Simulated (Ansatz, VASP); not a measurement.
## Two plane-wave programs on Na2B3

Contents of INCAR:

```
ALGO = Normal ; EDIFF = 1E-6
EDIFFG = -0.04 ; ENCUT = 600
GGA = PE ; IBRION = 2
ISIF = 3 ; ISMEAR = 0
LASPH = True ; LCHARG = False
LREAL = False ; LWAVE = False
NELM = 100 ; NSW = 90
PREC = Accurate ; SIGMA = 0.1
```

KPOINTS

```
k-points
0
Gamma
  6 6 2
```

POSCAR

```
Na2B3
1.0
    3.1738717700      0.0000000000      0.0000000000
   -1.5869358800      2.7486535800      0.0000000000
    0.0000000000      0.0000000000     11.1861038600
Na B
2 3
Direct
    0.6666666700      0.3333333300      0.8495036400
    0.3333333300      0.6666666700      0.1504963600
    0.3333333300      0.6666666700      0.6560533900
    0.6666666700      0.3333333300      0.3439466100
    0.0000000000      0.0000000000      0.5000000000
```

Input for Ansatz:

```yaml
crystal:
  lattice:
    - [3.17387177, 0.0, 0.0]
    - [-1.58693588, 2.74865358, 0.0]
    - [0.0, 0.0, 11.18610386]
  atoms:
    - { symbol: Na, position: [0.66666667, 0.33333333, 0.84950364] }
    - { symbol: Na, position: [0.33333333, 0.66666667, 0.15049636] }
    - { symbol: B, position: [0.33333333, 0.66666667, 0.65605339] }
    - { symbol: B, position: [0.66666667, 0.33333333, 0.34394661] }
    - { symbol: B, position: [0.0, 0.0, 0.5] }
basis:
  ecutwfc: 420
kpoints:
  mp_grid: { grid: [6, 6, 2] }
hamiltonian:
  xc: pbe
scf:
  occupations: { method: gaussian, width: 0.1 }
  lower_state_search: "off"
output:
  forces: true
  stress: true
  eigenvalues: true
relax:
  adjacent_minimum: "off"
  f_tol: 0.04
  max_steps: 70
  cell: { stress_tol: 0.4 }
```

Alike in both runs: task relaxation of cell and atoms; functional PBE; k mesh 6 × 6 × 2; occupations gaussian, width 0.1 eV; no spin polarisation.

|  | VASP | Ansatz |
| --- | --- | --- |
| version | VASP 6.6.1 | Ansatz 0.2.0 |
| potentials or method | VASP PAW PBE potentials, release 64 (Na_pv, B) | scalar-relativistic, plane waves, PAW |
| plane-wave cutoff (eV) | 600 | 420 |
| valence electrons in the cell | 23 | 27 |

Ansatz gave:

```
gap on the k mesh at the Fermi level, each at its own relaxed structure (eV) : none
relaxed volume (Å³/atom)                                                     : 13.36
relaxed cell length with the largest relative difference (Å)                 : 8.628
energy change over the relaxation (meV/atom)                                 : -1513
```

**Question.** Which values does VASP return?

**Answer.** gap on the k mesh at the Fermi level, each at its own relaxed structure (eV): none; relaxed volume (Å³/atom): 13.30; relaxed cell length with the largest relative difference (Å): 8.609; energy change over the relaxation (meV/atom): -1515.

A gap of «none» marks a metal or a gap that the smearing closes. The two sets of potentials don't hold the same shells in valence.

Caveats: the k mesh is coarse (spacing up to 0.38 Å⁻¹), so the values aren't converged; the volume moved by over 15 % at a fixed basis, so the end points are rough (VASP).
